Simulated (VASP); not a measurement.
An input for Ansatz (written as the equivalent of a VASP run, and not itself run):

Ansatz 0.2 input:
```yaml
crystal:
  lattice:
    - [4.1165973, 0.0000000, 0.0000000]
    - [0.0000000, 2.9272126, 3.0126447]
    - [0.0000000, -2.9272126, 3.0126447]
  atoms:
    - { symbol: Zr, position: [0.5000000, 0.5076978, 0.5076978] }
    - { symbol: Pb, position: [0.0000000, 0.9479787, 0.9479787] }
    - { symbol: O, position: [0.5000000, 0.0295374, 0.5630593] }
    - { symbol: O, position: [0.5000000, 0.5630593, 0.0295374] }
    - { symbol: O, position: [0.0000000, 0.5587168, 0.5587168] }
kpoints:
  mp_grid: { grid: [5, 5, 5] }
hamiltonian:
  xc: pbesol
  pseudopotentials: { kind: paw }
scf:
  occupations: { method: gaussian, width: 0.05 }
  max_iter: 100
relax:
  max_steps: 60
  f_tol: 0.02
  cell: {}
output: { forces: true, stress: true, eigenvalues: true }
```

Problem. Translate this input to VASP (INCAR, KPOINTS, POSCAR, choice of POTCAR).

Solution. This is not unique; one that fits is 
File KPOINTS:
```
Automatic mesh
0
Gamma
5 5 5
0 0 0
```

**INCAR**
```
SYSTEM = ZrPbO3
PREC = Accurate
ENCUT = 520
EDIFF = 1E-6
NELM = 100
ALGO = Normal
LREAL = .FALSE.
LASPH = .TRUE.
ISMEAR = 0
SIGMA = 0.05
GGA = PS
LMAXMIX = 4
LWAVE = .FALSE.
LCHARG = .FALSE.
IBRION = 2
ISIF = 3
NSW = 60
EDIFFG = -0.02
```

File POSCAR:
```
ZrPbO3
1
    4.1165972675     0.0000000000     0.0000000000
    0.0000000000     2.9272125535     3.0126446927
    0.0000000000    -2.9272125535     3.0126446927
Zr Pb O
1 1 3
Direct
  0.5000000000   0.5076977682   0.5076977682
  0.0000000000   0.9479787394   0.9479787394
  0.5000000000   0.0295374014   0.5630593161
  0.5000000000   0.5630593161   0.0295374014
  0.0000000000   0.5587167750   0.5587167750
```

POTCAR, in this order: Zr_sv Pb_d O (PBE.64 set). Program: vasp_std.

The two are equivalent in intent, not identical: each code has its own PAW files, so the cut-off isn't converted (ENCUT is set for VASP's; basis.ecutwfc is left out, and Ansatz then takes the one that its files recommend); Ansatz stops its SCF on the density residual and VASP on the energy change (EDIFF).

The structure comes from a computed database's ZrPbO3 entry (Amm2); how it stands against other phases isn't given here. This run relaxes it. Symmetry was kept, so distortions that lower it aren't found. The start is the result of an earlier pass.
